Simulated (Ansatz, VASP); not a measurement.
## WC (Qusongite): VASP beside Ansatz

Aim: how closely do two programs agree when they are given the same cell, functional and k mesh? The cell is taken from a series of runs on this material, whose earlier steps may have relaxed, scaled, displaced or heated it; both programs get it as it stands.

Method: plane waves, with VASP 6.6.1 beside it; zone-centre phonons at PBEsol, in Ansatz 0.2.0.

## (1) The structure

It takes space group P-6m2 (No. 187, hexagonal). The conventional cell has a = 2.879 Å, b = 2.879 Å, c = 2.941 Å, α = 90.00°, β = 90.00°, γ = 120.00°. C has 6 W at 2.22 Å nearest. Nearest to W lie 6 C at 2.22 Å. Farther neighbours are not listed.

Coordinates:

```cif
data_structure
_symmetry_space_group_name_H-M 'P 1'
_symmetry_Int_Tables_number 1
_cell_length_a 2.8786
_cell_length_b 2.8786
_cell_length_c 2.9412
_cell_angle_alpha 90.000
_cell_angle_beta 90.000
_cell_angle_gamma 120.000
_cell_volume 21.11
loop_
_atom_site_label
_atom_site_type_symbol
_atom_site_fract_x
_atom_site_fract_y
_atom_site_fract_z
_atom_site_occupancy
C1 C 0.66667 0.33333 0.50000 1
W2 W 0.00000 0.00000 0.00000 1
```

## (2) Ansatz: zone-centre phonons, PBEsol

Ansatz runs on its PAW soft_1 files.

Second derivatives magnify differences that forces hide, and they need a tight electronic threshold.

The input, input.yaml:

```yaml
crystal:
  lattice:
    - [2.8785538046, 0.0, 0.0]
    - [-1.4392769023, 2.492900721, 0.0]
    - [0.0, 0.0, 2.9412204032]
  atoms:
    - { symbol: C, position: [0.6666666668, 0.3333333332, 0.5] }
    - { symbol: W, position: [-1.0e-10, 1.0e-10, 0.0] }
kpoints:
  mp_grid: { grid: [18, 18, 16] }
hamiltonian:
  xc: pbesol
  pseudopotentials: { kind: paw, azcp: { folder: soft_1 }, xc_functional: pbe }
scf:
  occupations: { method: methfessel_paxton, width: 0.2 }
output:
  eigenvalues: true
phonons:
  method: dfpt
```

Run with:

```console
> ansatz run input.yaml --threads 4 --pin off --max-ram 10240MiB --backend cpu --events-out ev --progress --plain --runs-dir out
```

Numbers of over 12 decimals in the logs are rounded to 6 here.

Log:

```text
zone centre: on kpoints.mp_grid the ground state, and the responses unless they are solved on pairs of k-points, stand on 819 of the mesh's 5184 k-points, reduced under 4 symmetry operations, with k and −k counted as one. Each operation leaves every solved displacement unchanged or reverses it
Engine: ansatz 0.2.0, x86_64-unknown-linux-gnu
Pseudopotentials: kind: paw
Pseudopotential: C, paw, valence charge 4, recommended cutoff 420 eV (normal), soft_1/C.paw.azcp
Pseudopotential: W, paw, valence charge 14, recommended cutoff 420 eV (normal), soft_1/W.paw.azcp
Functional definition: PBEsol
  exchange = pbesol_x
  correlation = pbesol_c
Crystal: 2 atoms, lattice volume = 21.106 Å³
Basis set: ecut = 420 eV, 405 PW (Γ), exchange–correlation on 40×40×40 points (8 copies of the dense FFT grid, shifted against one another)
Bands: 13, of which v1, the nominal top of the filled ones, is band 9 counted from 1 (8 counted from 0)
Symmetry: 12 space group operations
k-points: 819 of 5184 (irreducible under 4 space group operations, time reversal used)
Non-local potential: C, projectors of the file, l = 0: 2, l = 1: 2, l = 2: 1
Non-local potential: W, projectors of the file, l = 0: 3, l = 1: 2, l = 2: 2, l = 3: 1
PAW form: soft (Blöchl's): semilocal exchange-correlation on the pseudo side does not see the compensation charge
PAW frozen core: C, regenerated for the run's functional, and the local potential with it (the file was generated under x = pbe(κ = 0.804, μ = 0.219515), c = pbe(β = 0.066725))
PAW frozen core: W, regenerated for the run's functional, and the local potential with it (the file was generated under x = pbe(κ = 0.804, μ = 0.219515), c = pbe(β = 0.066725))
PAW one-centre angular grid: C, 110 points (default); XC on 64 Gauss nodes
PAW one-centre angular grid: W, 590 points (default); XC on 64 Gauss nodes
Initial density: superposition of atomic densities (chi_scale 0.1, normalization cell, long waves kept (reshape's long-wave potential 0.00 eV rms))
Initial wavefunctions: pseudopotential atomic-orbital guess
Functional: x = pbesol(κ = 0.804, μ = 0.123457), c = pbesol(β = 0.046)
SCF iter   1: F=—  HF=-10505.791830 eV  |F-HF|=—  |Δ(HF+E_count)|=         —  Δρ=1.25e-1  dr2=4.58e0  ethr=3.10e-3  ⟨swp⟩=5.0  Hψ=53573  notcnv=0
preconditioner: auto → none  [metal: Δε(μ)=0.014 eV  Ē_g=10.543 eV  σ=0.200 eV  W_gap=0.06  n_scr=8 (ndim 8)  ℏωp=25.6 eV  f_vac=0.000  D(μ)=0.12/eV (n_scr^D=0)  sad-step TF]
SCF iter   2: F=—  HF=-10505.250024 eV  |F-HF|=—  |Δ(HF+E_count)|=   5.42e-1  S|Δr|=    0.00e0  Δρ=8.94e-2  dr2=2.39e0  ethr=3.10e-3  ⟨swp⟩=2.0  Hψ=20393  notcnv=0
SCF iter   3: F=—  HF=-10504.660796 eV  |F-HF|=—  |Δ(HF+E_count)|=   5.89e-1  S|Δr|=    0.00e0  Δρ=8.82e-3  dr2=1.87e-2  ethr=3.10e-3  ⟨swp⟩=2.1  Hψ=18171  notcnv=0
SCF iter   4: F=—  HF=-10504.658625 eV  |F-HF|=—  |Δ(HF+E_count)|=   2.17e-3  S|Δr|=    0.00e0  Δρ=1.03e-3  dr2=1.01e-4  ethr=1.04e-4  ⟨swp⟩=1.0  Hψ=17112  notcnv=0
SCF iter   5: F=—  HF=-10504.658701 eV  |F-HF|=—  |Δ(HF+E_count)|=   7.61e-5  S|Δr|=    0.00e0  Δρ=1.87e-4  dr2=3.97e-6  ethr=5.60e-7  ⟨swp⟩=2.3  Hψ=16585  notcnv=0
SCF iter   6: F=—  HF=-10504.658701 eV  |F-HF|=—  |Δ(HF+E_count)|=   4.54e-7  S|Δr|=    0.00e0  Δρ=3.01e-5  dr2=1.25e-7  ethr=2.21e-8  ⟨swp⟩=2.5  Hψ=16377  notcnv=0
SCF iter   7: F=—  HF=-10504.658700 eV  |F-HF|=—  |Δ(HF+E_count)|=   7.14e-7  S|Δr|=    0.00e0  Δρ=4.95e-6  dr2=2.17e-9  ethr=6.92e-10  ⟨swp⟩=2.4  Hψ=16437  notcnv=0
SCF iter   8: F=—  HF=-10504.658700 eV  |F-HF|=—  |Δ(HF+E_count)|=  1.18e-10  S|Δr|=    0.00e0  Δρ=7.31e-7  dr2=5.96e-11  ethr=1.21e-11  ⟨swp⟩=2.4  Hψ=16940  notcnv=0
SCF iter   9: F=-10504.658700 eV  HF=-10504.658700 eV  |F-HF|=1.82e-12  |Δ(HF+E_count)|=  1.09e-11  S|Δr|=    0.00e0  Δρ=7.09e-8  dr2=1.35e-12  ethr=1.00e-12  ⟨swp⟩=5.1  Hψ=40371  notcnv=0
the search or the solves at the SCF's close seem to have found levels that the self-consistency loop had missed (the run counts 3). By its estimate they hold under 1e-12 electrons; where the run keeps them, the occupations were computed again with them
SCF 1 converged in 9 iterations: F = -10504.658700 eV  dr2 = 1.35e-12
  greatest PAW one-centre occupation: 0.999 electrons in one spin orbital (limit 2), on the W atom at site 1 (counted from 0), in its partial waves of l = 0
DFPT response loops at Γ: preconditioner auto → Kerker (q_TF=auto, 2.657 Å⁻¹) (partly filled bands, converged f_vac=0.000); β = 1.00, the filter's whole step (`scf.mixing.beta` (0.50) is not read by the response loops under this deck's `scf.mixing.preconditioner`; to damp them name `kerker` or `kerker_dos`, under which they read `scf.mixing.beta`, and type it under 1.00, their step now; both keys bind the ground state too); Broyden in place of MSR1
SCF converged after 9 iterations
Stability not checked: this state was not tested for a lower state beside it, because cold or Methfessel-Paxton smearing, or corrected tetrahedra, fill the levels in a way that the test cannot read (fill_not_monotonic; see scf.lower_state_search)
Free energy (F): -10504.658700 eV
Harris-Foulkes:  -10504.658700 eV  (|F-HF|=1.82e-12)
Internal energy: -10504.659246 eV  (E = F + TS)
E sigma→0 (E₀):  -10504.658836 eV
Entropy (-TS):   0.000546 eV (0.273 meV/atom)
Fermi energy:    19.854123 eV
--- Per-component energies (eV) ---
  E_band       = -69.689638
  E_kinetic    = 506.994982
  E_local      = -614.336972  (includes V_loc(G=0)·N_el)
  E_nonlocal   = -0.232369
  E_hartree    = 249.429119
  E_xc         = -313.127734
  E_vxc        = -289.619951  (∫ρ·V_xc dr)
  E_paw        = -8546.678480  (= ΣΔE_a)
  E_vpaw       = -171.353767  (= ΣTr[D̂ρ^β])
  E_aug_tail   = 0.000171  (compensation charges beyond the density's cutoff)
  E_ewald      = -1786.950921
  E_core_change = 0.242958  (= ΣΔE_core)
  E_smearing   = 0.000546  (= −TS)
  E_closure    = 0.000000  (closes the sum)
  Σ components = -10504.658700   (vs F -10504.658700, Δ=0.00e0)
--- Band table (eV; the first three rows and the last of 819) ---
  k-point 0: bands = [... 5 lower, 15.5645, 16.9462, 16.9462, 19.5695, 22.9785, 22.9785, 25.2593, 25.2593]
  k-point 1: bands = [... 5 lower, 15.4879, 16.9858, 16.9858, 19.5825, 22.6852, 22.6852, 25.4379, 25.4379]
  k-point 2: bands = [... 5 lower, 15.2304, 17.1022, 17.1022, 19.6800, 22.0482, 22.0482, 25.7148, 25.7148]
  k-point 818: bands = [... 5 lower, 13.8183, 14.2995, 17.8587, 18.5213, 24.4116, 25.3763, 25.9225, 29.0671]
--- Phonons (Γ-DFPT): 4 representative perturbations + reference, on 819 of 5184 k-points (Σ response iterations 12) ---
  k mesh reduced under 4 symmetry operations, with k and −k counted as one. Each operation leaves every solved displacement unchanged or reverses it
  ASR residual: 4.182e-5 → 0.000e0 eV/Å²; symmetrization residual: 1.765e-6 eV/Å²
  ASR residual per site (eV/Å²): 1.06e-5 4.18e-5
  Γ frequencies (cm⁻¹): 0.00 0.00 0.00 504.99 580.96 580.96
  non-analytic LO–TO correction: not included (Born effective charges unavailable; polar crystals: no LO–TO splitting at Γ)
```

In the SCF lines HF is the Harris–Foulkes energy and dr2 the Hartree energy of the density residual, in eV; the loop may stop once dr2 is under the threshold and the program's other checks hold. Hψ counts applications of the Hamiltonian.

[end of part 1 of 2]

[Lines on the potential files, build, host, timing and source positions are cut from VASP's logs without a mark.]

[Logs are printed without paths, hosts, clocks, repeated set-up lines and the standing remarks that a program may print on its own settings, such as how far it seeks lower states.]

[Hosts, paths, dates, database ids (printed as entryN), source tags and the programs' standing remarks are cut or masked in the printed files.]
